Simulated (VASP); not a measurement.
An input for Quantum ESPRESSO's pw.x (written as the equivalent of a VASP run, and not itself run):

```
&CONTROL
  calculation = 'vc-relax'
  pseudo_dir = './pseudo'
  outdir = './out'
  tprnfor = .true.
  tstress = .true.
  nstep = 60
  forc_conv_thr = 0.00039
/
&SYSTEM
  ibrav = 0
  nat = 2
  ntyp = 2
  ecutwfc = 82.3
  occupations = 'smearing'
  smearing = 'gaussian'
  degauss = 0.003675
  input_dft = 'rpbe'
/
&ELECTRONS
  conv_thr = 7.3e-08
  electron_maxstep = 100
/
&IONS
/
&CELL
/
ATOMIC_SPECIES
  Sn 118.710 Sn.upf
  Te 127.600 Te.upf
CELL_PARAMETERS angstrom
    -0.0000000    3.2399323    3.2399323
     3.2399323    0.0000000    3.2399323
     3.2399323    3.2399323   -0.0000000
ATOMIC_POSITIONS crystal
  Sn   0.0000000  0.0000000  0.0000000
  Te   0.5000000  0.5000000  0.5000000
K_POINTS automatic
  6 6 6 0 0 0
```

### Question
Write the VASP files for the same calculation (RPBE).

### Answer
This is not unique; one that fits is 
File KPOINTS:
```
Automatic mesh
0
Gamma
6 6 6
0 0 0
```

### POSCAR
```
SnTe
1.0
  0.0000000000   3.2399323289   3.2399323289
  3.2399323289   0.0000000000   3.2399323289
  3.2399323289   3.2399323289   0.0000000000
Sn Te
1 1
Direct
  0.0000000000   0.0000000000   0.0000000000
  0.5000000000   0.5000000000   0.5000000000
```

INCAR:
```
! general
SYSTEM   =  SnTe
PREC     =  Accurate
ENCUT    =  520
LREAL    =  .False.
LASPH    =  .True.

! electronic loop
EDIFF    =  1E-6
NELM     =  100
ALGO     =  Normal
LMAXMIX  =  4

! smearing
ISMEAR   =  0
SIGMA    =  0.05

! functional
GGA      =  RP

! ions
IBRION   =  2
NSW      =  60
ISIF     =  3
EDIFFG   =  -0.01

! output
LWAVE    =  .False.
LCHARG   =  .False.
```

POTCAR, in this order: Sn_d Te (PBE.64 set). Program: vasp_std.

Limits of the translation: the potentials are each code's own (VASP's PAW set, PseudoDojo norm-conserving files in pw.x), so ENCUT and ecutwfc are chosen apart and not converted; conv_thr bounds pw.x's estimated SCF error, while EDIFF bounds the energy change between steps; forc_conv_thr acts on force components and is met together with etot_conv_thr.

The compound is SnTe in the rock salt structure, which distorts at low temperature. This run relaxes it. Symmetry was kept, so distortions that lower it aren't found. The start is the result of an earlier pass.
